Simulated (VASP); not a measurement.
Consider the following.

```
AgBiCs2Br6
1.0
    0.00000     5.59230     5.59230
    5.59230     0.00000     5.59230
    5.59230     5.59230     0.00000
Cs Ag Bi Br
2 1 1 6
Direct
  0.75000   0.75000   0.75000
  0.25000   0.25000   0.25000
  0.50000   0.50000   0.50000
  0.00000   0.00000   0.00000
  0.74623   0.25377   0.25377
  0.25377   0.74623   0.74623
  0.25377   0.74623   0.25377
  0.74623   0.25377   0.74623
  0.25377   0.25377   0.74623
  0.74623   0.74623   0.25377
```

Calculation: PBEsol GGA, VASP's PBE PAW potentials (set 64) (plane waves; VASP). Settings: 400 eV cut-off, Gaussian smearing of 0.050 eV, potentials Cs_sv Ag Bi_d Br.

Unless said otherwise, spin-orbit coupling is left out, though it shifts the bands of the heavy elements here.

Give the energies of bands 33 to 46 at the high-symmetry points, in eV from the valence-band maximum.

```csv
band,Γ,X,U,L,W
33,-1.90,-2.20,-2.27,-2.38,-2.19
34,-1.90,-2.15,-2.20,-2.12,-2.19
35,-1.90,-2.15,-2.00,-1.87,-2.15
36,-1.68,-2.09,-1.89,-1.87,-1.82
37,-1.68,-1.86,-1.83,-1.60,-1.82
38,-1.68,-1.86,-1.79,-1.59,-1.74
39,-1.25,-1.63,-1.65,-1.58,-1.64
40,-1.25,-1.63,-1.61,-1.58,-1.52
41,-1.25,-1.27,-1.44,-1.53,-1.52
42,-0.64,-0.64,-1.01,-1.27,-1.29
43,-0.64,0.00,-0.23,-1.27,-0.10
44,2.06,2.59,2.18,1.10,2.53
45,2.06,2.59,2.87,3.54,2.80
46,2.06,2.97,3.12,3.54,2.80
```

The gap is indirect, 1.10 eV, from the valence maximum at X to the conduction minimum at L.

The structure comes from a computed database's Cs2AgBiBr6 entry (Fm-3m); how it stands against other phases isn't given here. It was relaxed first, which changed the volume by -8 %.
